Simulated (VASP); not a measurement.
```yaml
crystal:
  lattice:
    - [4.10536, 0.00000, 0.00000]
    - [0.00000, 4.10536, 0.00000]
    - [0.00000, 0.00000, 5.88635]
  atoms:
    - { symbol: Ag, position: [0.00000, 0.00000, 0.00000] }
    - { symbol: Sb, position: [0.50000, 0.50000, 0.50000] }
    - { symbol: Te, position: [0.50000, 0.50000, 0.00000] }
    - { symbol: Se, position: [0.00000, 0.00000, 0.50000] }
```

The numbers are results of PBEsol GGA, VASP's PBE PAW potentials (set 64) (plane waves; VASP 6.6.1), not measurements. Numerical set-up: 400 eV cut-off, Gaussian smearing of 0.050 eV, potentials Ag Sb Te Se.

Q: Give the energies of bands 4 to 17 at the high-symmetry points, in eV from the Fermi level.

A: 
```csv
band,Γ,X,M,Z,R,A
4,-5.92,-5.55,-6.11,-5.08,-5.75,-6.01
5,-4.35,-5.37,-6.11,-4.38,-4.97,-6.01
6,-4.18,-5.00,-4.43,-4.38,-4.80,-4.72
7,-4.02,-3.90,-4.10,-4.35,-4.10,-3.78
8,-4.02,-3.86,-4.10,-4.18,-4.03,-3.78
9,-3.93,-3.32,-3.84,-3.29,-3.71,-3.78
10,-3.93,-3.17,-3.78,-3.29,-2.09,-3.72
11,-3.73,-3.01,-3.38,-1.98,-1.87,-3.72
12,-1.60,-2.34,-3.03,-1.49,-0.91,-3.55
13,-1.07,-1.03,-3.03,-1.49,-0.40,-2.57
14,-1.07,-0.69,-2.68,-1.32,-0.30,-0.39
15,1.15,-0.50,0.06,-0.12,0.09,0.43
16,3.09,1.61,3.48,3.21,0.57,2.81
17,3.78,4.51,3.48,3.52,0.84,4.67
```

It has no gap at this level: it comes out as a metal or semimetal.

The structure comes from a computed database's AgSbTeSe entry (P4/mmm); how it stands against other phases isn't given here. It was relaxed first, which changed the volume by -6 %.
